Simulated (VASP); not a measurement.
Computed with r2SCAN meta-GGA, VASP's PBE PAW potentials (set 64) (plane waves; VASP).

Input for VASP

File POSCAR:
```
CoSi2
1.0
  0.0000000000   2.5839025386   2.5839025386
  2.5839025386   0.0000000000   2.5839025386
  2.5839025386   2.5839025386   0.0000000000
Co Si
1 2
Cartesian
  0.0000000000   0.0000000000   0.0000000000
  1.2919512693   1.2919512693   1.2919512693
  3.8758538079   3.8758538079   3.8758538079
```

### INCAR
```
ALGO = Normal   # blocked Davidson
LMIXTAU = .TRUE.
LREAL = .FALSE.
PREC = Accurate
IBRION = 2   # conjugate gradients
EDIFFG = -0.01   # ionic stop
LCHARG = .FALSE.
ENCUT = 480   # plane-wave cut-off (eV)
SYSTEM = CoSi2
METAGGA = R2SCAN
NSW = 40   # most ionic steps
EDIFF = 1E-7   # SCF stop (eV)
NELM = 100   # most electronic steps
ISIF = 3   # ions, shape and volume
LASPH = .TRUE.   # aspherical one-centre terms
PSTRESS = 200   # kbar
LWAVE = .FALSE.
SIGMA = 0.1
ISMEAR = 1   # Methfessel-Paxton
LMAXMIX = 4   # l cut-off of mixed one-centre charges
```

### KPOINTS
```
Automatic
0
Gamma
 10 10 10
```

POTCAR, in this order: Co Si (PBE.64 set). Program: vasp_std.

The run wrote:

OSZICAR:
```
       N       E                     dE             d eps       ncg     rms          rms(c)
DAV:   1     0.570673531292E+02    0.57067E+02   -0.70227E+03  1152   0.134E+03
DAV:   2    -0.312256950447E+02   -0.88293E+02   -0.82231E+02  1136   0.262E+02
DAV:   3    -0.353951480410E+02   -0.41695E+01   -0.39936E+01  1444   0.660E+01
DAV:   4    -0.354861605396E+02   -0.91012E-01   -0.90843E-01  1372   0.926E+00
DAV:   5    -0.354889474044E+02   -0.27869E-02   -0.27859E-02  1480   0.172E+00    0.175E+01
DAV:   6    -0.357968185713E+02   -0.30787E+00   -0.38852E+01  1316   0.142E+02    0.158E+01
DAV:   7    -0.318230716909E+02    0.39737E+01   -0.14292E+01  1436   0.104E+02    0.523E+00
DAV:   8    -0.318551262146E+02   -0.32055E-01   -0.11060E+00  1684   0.133E+01    0.333E+00
DAV:   9    -0.318349674118E+02    0.20159E-01   -0.39283E-01  1392   0.148E+01    0.773E-01
DAV:  10    -0.318380283301E+02   -0.30609E-02   -0.11562E-02  1248   0.119E+00    0.583E-01
DAV:  11    -0.318363513325E+02    0.16770E-02   -0.25840E-03  1488   0.108E+00    0.199E-01
DAV:  12    -0.318368132173E+02   -0.46188E-03   -0.11092E-03  1296   0.566E-01    0.360E-02
DAV:  13    -0.318369626353E+02   -0.14942E-03   -0.15130E-04  1216   0.155E-01    0.275E-02
DAV:  14    -0.318369527921E+02    0.98432E-05   -0.15936E-05  1564   0.757E-02    0.986E-03
DAV:  15    -0.318369738440E+02   -0.21052E-04   -0.46921E-06  1200   0.289E-02    0.423E-03
DAV:  16    -0.318369641961E+02    0.96479E-05   -0.89495E-07  1360   0.192E-02    0.188E-03
DAV:  17    -0.318369677790E+02   -0.35829E-05   -0.14873E-07   768   0.888E-03    0.111E-03
DAV:  18    -0.318369645621E+02    0.32168E-05   -0.81095E-08   632   0.722E-03    0.599E-04
DAV:  19    -0.318369654419E+02   -0.87974E-06   -0.12454E-08   612   0.246E-03    0.263E-04
DAV:  20    -0.318369654022E+02    0.39649E-07   -0.28388E-09   596   0.602E-04
   1 F= -.27529936E+02 E0= -.27529905E+02  d E =-.275299E+02
```

OUTCAR:
```
------------------------ aborting loop because EDIFF is reached ----------------------------------------
  FORCE on cell =-STRESS in cart. coord.  units (eV):
  Direction    XX          YY          ZZ          XY          YZ          ZX
  --------------------------------------------------------------------------------------
  Total        4.3106396      4.3106396      4.3106396      0.0000000     -0.0000000      0.0000000
  in kB      200.1676609    200.1676609    200.1676609      0.0000000     -0.0000000      0.0000000
  external PRESSURE =       0.1676609 kB  Pullay stress =     200.0000000 kB
  volume of cell :       34.50
      direct lattice vectors                 reciprocal lattice vectors
     0.000000000  2.583902539  2.583902539    -0.193505751  0.193505751  0.193505751
     2.583902539  0.000000000  2.583902539     0.193505751 -0.193505751  0.193505751
     2.583902539  2.583902539  0.000000000     0.193505751  0.193505751 -0.193505751
 POSITION                                       TOTAL-FORCE (eV/Angst)
 -----------------------------------------------------------------------------------
      0.00000      0.00000      0.00000        -0.000000     -0.000000     -0.000000
      1.29195      1.29195      1.29195        -0.000000      0.000000     -0.000000
      3.87585      3.87585      3.87585         0.000000      0.000000      0.000000
 -----------------------------------------------------------------------------------
    total drift:                               -0.000000     -0.000000      0.000000
  FREE ENERGIE OF THE ION-ELECTRON SYSTEM (eV)
  ---------------------------------------------------
  free  energy   TOTEN  =       -31.8369654022 eV

  energy  without entropy=      -31.8368704300  energy(sigma->0) =      -31.83693374
  enthalpy is  TOTEN    =       -27.5299364139 eV   P V=        4.3070289883

 reached required accuracy - stopping structural energy minimisation
```
(Selected blocks of OUTCAR.)

The compound is CoSi2 in the fluorite structure. It was relaxed first under an external pressure of 20 GPa. The run is not spin-polarised, so no magnetic state was tried. The electron count is odd and the run is not spin-polarised, which forces a metal.
